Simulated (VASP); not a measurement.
Energy against volume of MgSe (rock salt). Computed with PBE GGA with D3 dispersion (Becke-Johnson damping), VASP's PBE PAW potentials (set 64) (plane waves; VASP). Run with 520 eV cut-off, 8×8×8 Γ-centred mesh, Gaussian smearing of 0.050 eV, potentials Mg Se.

```tsv
V (Å³/atom)	E (eV/atom)
18.716	-4.09924
19.313	-4.11210
19.910	-4.11610
20.508	-4.11250
```

**Question.** Fit these four points and predict the energy of the run at 21.105 Å³/atom.

**Answer.** A cubic in V^(−2/3), the third-order Birch-Murnaghan form, passes through the four points with V0 = 19.91 Å³/atom and B0 = 68 GPa, and gives -4.1024 eV/atom there. The run gave -4.1024 eV/atom, +0.0 meV/atom from the fit; all five points give B0 = 68 GPa.

The compound is MgSe in the rock salt structure. It was relaxed first.
